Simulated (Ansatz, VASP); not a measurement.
**GaGe3 in VASP and in Ansatz**

```
Ge Ga
1.0
     4.27847    0.00000    0.00000
     0.00000    4.27847    0.00000
     0.00000    0.00000    4.27847
Ge Ga
3 1
Direct
  0.50060 0.49937 0.99202
  0.51509 0.99312 0.49466
  0.01245 0.49265 0.49997
  0.00368 0.00652 0.00590
```

Change from the starting cell: atoms moved at random, drawn with an rms of 0.05 Å.

Alike in both runs: task single point; functional PBE; k mesh 6 × 6 × 6; occupations fermi-dirac, width 0.05 eV; no spin polarisation.

|  | VASP | Ansatz |
| --- | --- | --- |
| version | VASP 6.6.1 | Ansatz 0.2.0 |
| potentials or method | VASP PAW PBE potentials, release 64 (Ge_d, Ga_d) | Ansatz PAW |
| plane-wave cutoff (eV) | 520 | 420 |
| valence electrons in the cell | 55 | 55 |

```tsv
	VASP	Ansatz	Ansatz less VASP
gap on the k mesh at the Fermi level (eV)	none	none	-
pressure (GPa)	-0.1	-0.1	+0.04
largest component of the traceless stress (GPa)	0.05	0.05	-0.001
rms of the force components (eV/Å)	0.048	0.048	0.0000
```

Atom by atom the forces differ by 0.001 eV/Å (rms over components). A gap of «none» marks a metal or a gap that the smearing closes. With one functional, cell and mesh, what is left measures potentials, basis and numerics.
